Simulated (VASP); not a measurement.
Method: r2SCAN+rVV10, VASP's PBE PAW potentials (set 64) (plane waves; VASP).

Input for VASP

### KPOINTS
```
Automatic mesh
0
Gamma
8 8 8
0 0 0
```

### POSCAR
```
CdS
2.988740
  0.0000000000   0.9999999360   0.9999999360
  0.9999999360   0.0000000000   0.9999999360
  0.9999999360   0.9999999360   0.0000000000
Cd S
1 1
Cartesian
  0.0000000000   0.0000000000   0.0000000000
  0.4999999680   0.4999999680   0.4999999680
```

INCAR:
```
# general
SYSTEM  =CdS
PREC    =Accurate
ENCUT   =520
LREAL   =.FALSE.
LASPH   =.TRUE.

# electronic loop
EDIFF   =1E-7
NELM    =100
ALGO    =Normal
LMAXMIX =4
LMIXTAU =.TRUE.

# smearing
ISMEAR  =0
SIGMA   =0.05

# functional
METAGGA =R2SCAN
LUSE_VDW=.TRUE.
BPARAM  =11.95
CPARAM  =0.0093

# ions
ISIF    =2

# output
LWAVE   =.FALSE.
LCHARG  =.FALSE.
```

POTCAR, in this order: Cd S (PBE.64 set). Program: vasp_std.

The run wrote:

OSZICAR:
```
       N       E                     dE             d eps       ncg     rms          rms(c)
DAV:   1     0.842252642810E+02    0.84225E+02   -0.92857E+03   770   0.128E+03
DAV:   2    -0.293121739052E+02   -0.11354E+03   -0.10873E+03   859   0.299E+02
DAV:   3    -0.342675811476E+02   -0.49554E+01   -0.49366E+01   909   0.660E+01
DAV:   4    -0.343040225399E+02   -0.36441E-01   -0.36435E-01   854   0.558E+00
DAV:   5    -0.343045211917E+02   -0.49865E-03   -0.49865E-03   894   0.632E-01    0.690E+00
DAV:   6    -0.289474292973E+02    0.53571E+01   -0.42244E+00   774   0.333E+01    0.893E+00
DAV:   7    -0.290035262244E+02   -0.56097E-01   -0.44646E-01   754   0.869E+00    0.507E+00
DAV:   8    -0.289244217872E+02    0.79104E-01   -0.40513E-01   754   0.595E+00    0.115E+00
DAV:   9    -0.290822820642E+02   -0.15786E+00   -0.18138E-01   754   0.411E+00    0.732E-01
DAV:  10    -0.290803254729E+02    0.19566E-02   -0.98037E-03   794   0.995E-01    0.344E-01
DAV:  11    -0.290844925720E+02   -0.41671E-02   -0.86172E-03   754   0.102E+00    0.172E-01
DAV:  12    -0.290851986507E+02   -0.70608E-03   -0.35293E-03   764   0.641E-01    0.134E-01
DAV:  13    -0.290869192903E+02   -0.17206E-02   -0.14121E-03   764   0.431E-01    0.201E-02
DAV:  14    -0.290869620737E+02   -0.42783E-04   -0.22849E-05   919   0.462E-02    0.697E-03
DAV:  15    -0.290869805701E+02   -0.18496E-04   -0.71187E-06   794   0.273E-02    0.506E-03
DAV:  16    -0.290869888276E+02   -0.82575E-05   -0.53678E-06   774   0.257E-02    0.343E-03
DAV:  17    -0.290869887095E+02    0.11805E-06   -0.64022E-07   834   0.855E-03    0.214E-03
DAV:  18    -0.290869890291E+02   -0.31952E-06   -0.32459E-07   769   0.726E-03    0.117E-03
DAV:  19    -0.290869889979E+02    0.31178E-07   -0.13846E-07   552   0.364E-03
   1 F= -.29086989E+02 E0= -.29086989E+02  d E =-.179006E-14
```

**OUTCAR**
```
------------------------ aborting loop because EDIFF is reached ----------------------------------------
  FORCE on cell =-STRESS in cart. coord.  units (eV):
  Direction    XX          YY          ZZ          XY          YZ          ZX
  --------------------------------------------------------------------------------------
  Total       -1.0723070     -1.0723070     -1.0723070      0.0000000     -0.0000000      0.0000000
  in kB      -32.1762470    -32.1762470    -32.1762470      0.0000000     -0.0000000      0.0000000
  external PRESSURE =     -32.1762470 kB  Pullay stress =       0.0000000 kB
  volume of cell :       53.39
      direct lattice vectors                 reciprocal lattice vectors
     0.000000000  2.988739809  2.988739809    -0.167294590  0.167294590  0.167294590
     2.988739809  0.000000000  2.988739809     0.167294590 -0.167294590  0.167294590
     2.988739809  2.988739809  0.000000000     0.167294590  0.167294590 -0.167294590
  FREE ENERGIE OF THE ION-ELECTRON SYSTEM (eV)
  ---------------------------------------------------
  free  energy   TOTEN  =       -29.0869889979 eV

  energy  without entropy=      -29.0869889979  energy(sigma->0) =      -29.08698900
```
(Selected blocks of OUTCAR.)

The compound is CdS in the zinc blende structure, a metastable form; wurtzite is the usual one. This cell is one point of a volume scan, at 1.06 of the reference volume.
